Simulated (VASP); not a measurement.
# Si (Fd-3m) in VASP: a series of runs

One crystal, Si, is run at these levels: PBE; tasks: relaxation of cell and atoms.

Everything below comes from runs of VASP 6.6.1. Logs are shortened: lines on timing, memory, paths and dates and some standing lists are left out, and cuts for length are marked.

### Step 1. Starting point

Symmetry: Fd-3m, No. 227, cubic system. The conventional cell has a = 5.444 Å, b = 5.444 Å, c = 5.444 Å, α = 90.00°, β = 90.00°, γ = 90.00°. Si (site symmetry -43m) is surrounded by 4 Si at 2.36 Å.

### Step 2. Relaxation of cell and atoms, PBE

Input file INCAR:

```
SYSTEM = Si
ALGO = Normal ; EDIFF = 1E-6
EDIFFG = -0.005 ; ENCUT = 600
GGA = PE ; IBRION = 2
ISIF = 3 ; ISMEAR = 0
KPAR = 2 ; LASPH = .TRUE.
LCHARG = .FALSE. ; LREAL = .FALSE.
LWAVE = .FALSE. ; NELM = 120
NSW = 80 ; PREC = Accurate
SIGMA = 0.02
```

Input file KPOINTS:

```
k-points
0
G
  10 10 10
  0 0 0
```

Input file POSCAR:

```
Si
1.0
    0.0000000000      2.7218512000      2.7218512000
    2.7218512000      0.0000000000      2.7218512000
    2.7218512000      2.7218512000      0.0000000000
Si
2
Direct
    0.7500000000      0.7500000000      0.7500000000
    0.5000000000      0.5000000000      0.5000000000
```

Potentials or basis: VASP PAW PBE potentials, release 64 (Si).

The run is started by

```
> cat potpaw_PBE.64/Si/POTCAR > POTCAR
> mpirun -np 2 vasp_std > vasp.out
```

OUTCAR:

```text
SYSTEM = Si
   EDIFF = 1E-6
   EDIFFG = -0.005
   ENCUT = 600
   GGA = PE
   IBRION = 2
   ISIF = 3
   ISMEAR = 0
   LASPH = .TRUE.
   LREAL = .FALSE.
   NELM = 120
   NSW = 80
   PREC = Accurate

 ion  position               nearest neighbor table
   1  0.750  0.750  0.750-   2 2.36   2 2.36   2 2.36   2 2.36
   2  0.500  0.500  0.500-   1 2.36   1 2.36   1 2.36   1 2.36

  LATTYP: Found a face centered cubic cell.
 ALAT       =     5.4437024000

  Lattice vectors:

 A1 = (   0.0000000000,   2.7218512000,   2.7218512000)
 A2 = (   2.7218512000,   0.0000000000,   2.7218512000)
 A3 = (   2.7218512000,   2.7218512000,   0.0000000000)

Analysis of symmetry for initial positions (statically):
=====================================================================
 Subroutine PRICEL returns:
 Original cell was already a primitive cell.

 Routine SETGRP: Setting up the symmetry group for a
 face centered cubic supercell.

 Subroutine GETGRP returns: Found 48 space group operations
 (whereof 24 operations were pure point group operations)
 out of a pool of 48 trial point group operations.

The static configuration has the point symmetry T_d .
 The point group associated with its full space group is O_h .

Analysis of symmetry for dynamics (positions and initial velocities):
=====================================================================
 Subroutine PRICEL returns:
 Original cell was already a primitive cell.

 Routine SETGRP: Setting up the symmetry group for a
 face centered cubic supercell.

 Subroutine GETGRP returns: Found 48 space group operations
 (whereof 24 operations were pure point group operations)
 out of a pool of 48 trial point group operations.

The dynamic configuration has the point symmetry T_d .
 The point group associated with its full space group is O_h .

 Subroutine INISYM returns: Found 48 space group operations
 (whereof 24 operations are pure point group operations),
 and found     1 'primitive' translations

----------------------------------------------------------------------------------------

                                     Primitive cell

  volume of cell :      40.3295

  direct lattice vectors                    reciprocal lattice vectors
     0.000000000  2.721851200  2.721851200    -0.183698506  0.183698506  0.183698506
     2.721851200  0.000000000  2.721851200     0.183698506 -0.183698506  0.183698506
     2.721851200  2.721851200  0.000000000     0.183698506  0.183698506 -0.183698506

  length of vectors
[... 100 lines left out ...]
   IMIX   =      4    mixing-type and parameters
     AMIX     =   0.40;   BMIX     =  1.00
     AMIX_MAG =   1.60;   BMIX_MAG =  1.00
  volume/ion in A,a.u.               =      20.16       136.08
  Fermi-wavevector in a.u.,A,eV,Ry     =   0.954766  1.804247 12.402783  0.911579
  Thomas-Fermi vector in A             =   2.083543
   LORBIT       =      0    0 simple, 1 ext, 2 COOP (PROOUT), +10 PAW based schemes
   GGA     = PE    functional components
   LHFCALC =     F    Hartree Fock is set to
   AEXX    =    0.0000 exact exchange contribution
   IVDW    =     0    specifies the selected vdW correction
   LEPSILON=     F    determine dielectric tensor
   LRPA    =     F    only Hartree local field effects (RPA)
 conjugate gradient relaxation of ions
 non-spin polarized calculation
 Gauss-broadening in eV      SIGMA  =   0.02
  energy-cutoff  :      600.00
  volume of cell :       40.33
 maximum number of plane-waves:      1363
   NGX = 15   NGY = 15   NGZ = 15

--------------------------------------- Ionic step        1  -------------------------------------------

 number of electron       8.0000000 magnetization

 Free energy of the ion-electron system (eV)
  ---------------------------------------------------
  ext. energy  EPLUGINS =         0.00000000
  ---------------------------------------------------
  free energy    TOTEN  =       -10.84715530 eV

  energy without entropy =      -10.84715530  energy(sigma->0) =      -10.84715530

------------------------ aborting loop because EDIFF is reached ----------------------------------------

  FORCE on cell =-STRESS in cart. coord.  units (eV):
  Direction    XX          YY          ZZ          XY          YZ          ZX
  --------------------------------------------------------------------------------------
  -------------------------------------------------------------------------------------
  Total        0.3187479      0.3187479      0.3187479      0.0000000      0.0000000      0.0000000
  in kB       12.6629484     12.6629484     12.6629484      0.0000000      0.0000000      0.0000000
  external PRESSURE =      12.6629484 kB  Pullay stress =       0.0000000 kB
[... 59 lines left out ...]
--------------------------------------- Ionic step        3  -------------------------------------------

 number of electron       8.0000000 magnetization

 Free energy of the ion-electron system (eV)
  ---------------------------------------------------
  ext. energy  EPLUGINS =         0.00000000
  ---------------------------------------------------
  free energy    TOTEN  =       -10.84931042 eV

  energy without entropy =      -10.84931042  energy(sigma->0) =      -10.84931042

 E-fermi :   5.7173     XC(G=0):  -9.3270

 val. band max:        5.6168761520   @ k =   0.0000   0.0000   0.0000
 cond. band min:       6.2351057364   @ k =   0.4000   0.4000   0.0000
 fundamental gap:      0.6182295844
 Fermi energy:         5.7173081585

 k-point     1 :       0.0000    0.0000    0.0000
  band No.  band energies     occupation
      1      -6.1982      2.00000
      2       5.6169      2.00000
      3       5.6169      2.00000
      4       5.6169      2.00000
      5       8.1737      0.00000
      6       8.1737      0.00000
      7       8.1737      0.00000
      8       8.7520      0.00000
[... 243 lines left out ...]
 k-point    24 :       0.4000    0.3000    0.0000
  band No.  band energies     occupation
      1      -4.0755      2.00000
      2       0.2242      2.00000
      3       2.8232      2.00000
      4       3.2329      2.00000
      5       6.6941      0.00000
      6       7.8830      0.00000
      7      12.4726      0.00000
      8      12.6130      0.00000

 [... further k-points ...]

------------------------ aborting loop because EDIFF is reached ----------------------------------------

  FORCE on cell =-STRESS in cart. coord.  units (eV):
  Direction    XX          YY          ZZ          XY          YZ          ZX
  --------------------------------------------------------------------------------------
  -------------------------------------------------------------------------------------
  Total        0.0016482      0.0016482      0.0016482      0.0000000      0.0000000      0.0000000
  in kB        0.0645902      0.0645902      0.0645902      0.0000000      0.0000000      0.0000000
  external PRESSURE =       0.0645902 kB  Pullay stress =       0.0000000 kB
[... 17 lines left out ...]
  FREE ENERGIE OF THE ION-ELECTRON SYSTEM (eV)
  ---------------------------------------------------
  free  energy   TOTEN  =       -10.8493104162 eV

  energy  without entropy=      -10.8493104162  energy(sigma->0) =      -10.84931042

 reached required accuracy - stopping structural energy minimisation
```

Run time: 9.1 s. Hardware: 2 MPI ranks of Intel Xeon 6975P-C (Granite Rapids), shared host; peak memory 0.16 GiB.

Results:

```yaml
Free_energy: -10.8493 eV
Relaxed_volume: 20.44 Å³/atom
Relaxed_cell: a = 3.867 Å, b = 3.867 Å, c = 3.867 Å, α = 60.00°, β = 60.00°, γ = 60.00°
Space_group_after_relaxing_to_0.05_Å: Fd-3m (No. 227)
Energy_gained_by_relaxing: 1.1 meV/atom
Ionic_steps: 3
Pressure_after_relaxing: 0.0 GPa
Band_gap_on_the_k_mesh: 0.62 eV, indirect (least direct gap 2.56 eV)
```

The path:
| step | energy change (eV) | largest force (eV/Å) | pressure (GPa) | volume (Å³) |
| --- | --- | --- | --- | --- |
| 1 | 0.0000 | 0.0000 | 1.27 | 40.33 |
| 2 | -0.0012 | 0.0000 | -0.80 | 41.27 |
| 3 | -0.0022 | 0.0000 | 0.01 | 40.88 |

Final structure:
```yaml
crystal:
  lattice:
    - [0.00000, 2.73429, 2.73429]
    - [2.73429, 0.00000, 2.73429]
    - [2.73429, 2.73429, 0.00000]
  atoms:
    - { symbol: Si, position: [0.75000, 0.75000, 0.75000] }
    - { symbol: Si, position: [0.50000, 0.50000, 0.50000] }
```

Levels at points of the mesh, in eV from the valence-band top:
```
           k point  band 1  band 2  band 3  band 4  band 5  band 6  band 7  band 8
(0.00, 0.00, 0.00)  -11.82    0.00    0.00    0.00    2.56    2.56    2.56    3.14
(0.50, 0.00, 0.00)   -9.54   -6.87   -1.18   -1.18    1.47    3.35    3.35    7.70
(0.50, 0.50, 0.00)   -7.75   -7.75   -2.79   -2.79    0.75    0.75    9.94    9.94
```

A k mesh can miss the band edges. A hybrid or GW would open this gap; PBE tends to underestimate it.

### Step 3. Relaxation of cell and atoms, PBE

This run uses another cell than the first one, of 20.44 Å³/atom, 1.014 times its volume.

INCAR is that of step 2.

KPOINTS is that of step 2.

Input file POSCAR:

```
Si                                      
1.0
   -0.0000000000      2.7342859811      2.7342859811
    2.7342859811      0.0000000000      2.7342859811
    2.7342859811      2.7342859811      0.0000000000
  Si            
     2
Direct
     0.7500000000000000    0.7500000000000000    0.7500000000000000
     0.5000000000000000    0.5000000000000000    0.5000000000000000
```

Potentials or basis: VASP PAW PBE potentials, release 64 (Si).

The run is started by

```
> cat potpaw_PBE.64/Si/POTCAR > POTCAR
> mpirun -np 2 vasp_std > vasp.out
```

It took 4.7 s on 2 MPI ranks of Intel Xeon 6975P-C (Granite Rapids), shared host; peak memory 0.16 GiB.

Results (log left out):

- Free energy: -10.8493 eV
- Pressure after relaxing: 0.0 GPa
- Band gap on the k mesh: 0.62 eV, indirect (least direct gap 2.56 eV)

Final structure:
```
CELL_PARAMETERS angstrom
0.00000 2.73429 2.73429
2.73429 0.00000 2.73429
2.73429 2.73429 0.00000
ATOMIC_POSITIONS crystal
Si 0.75000 0.75000 0.75000
Si 0.50000 0.50000 0.50000
```

Levels at points of the mesh, in eV from the valence-band top:
```csv
k point,band 2,band 3,band 4,band 5,band 6,band 7
"(0.00, 0.00, 0.00)",0.00,0.00,0.00,2.56,2.56,2.56
"(0.50, 0.00, 0.00)",-6.87,-1.18,-1.18,1.47,3.35,3.35
"(0.50, 0.50, 0.00)",-7.75,-2.79,-2.79,0.75,0.75,9.94
```

Caveat: the relaxation stopped at its first step, so nothing moved. As with any semilocal functional, this PBE gap is likely too small.
